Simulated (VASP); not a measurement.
Here is the system:

```yaml
crystal:
  lattice:
    - [0.00000, 2.87067, 2.87067]
    - [2.87067, 0.00000, 2.87067]
    - [2.87067, 2.87067, 0.00000]
  atoms:
    - { symbol: Cd, position: [0.00000, 0.00000, 0.00000] }
    - { symbol: S, position: [0.25000, 0.25000, 0.25000] }
```

All values below come from PBE GGA, VASP's PBE PAW potentials (set 64) (plane waves; VASP). Run with PREC = Normal, 500 eV cut-off, 4×4×4 Γ-centred mesh, Gaussian smearing of 0.010 eV, potentials Cd_sv_GW S_GW.

Task: Give the stress tensor in GPa (positive for a compressed cell).

Result: 
```
5.16  0.00  0.00
0.00  5.16  0.00
0.00  0.00  5.16
```
The pressure is its mean diagonal, 5.16 GPa.

The compound is CdS in the zinc blende structure, a metastable form; wurtzite is the usual one. This cell is one point of a volume scan, at 0.96 of the reference volume. The k-mesh is coarse (spacing up to 0.47 per Å, 2π included), so the numbers may not be converged in it.
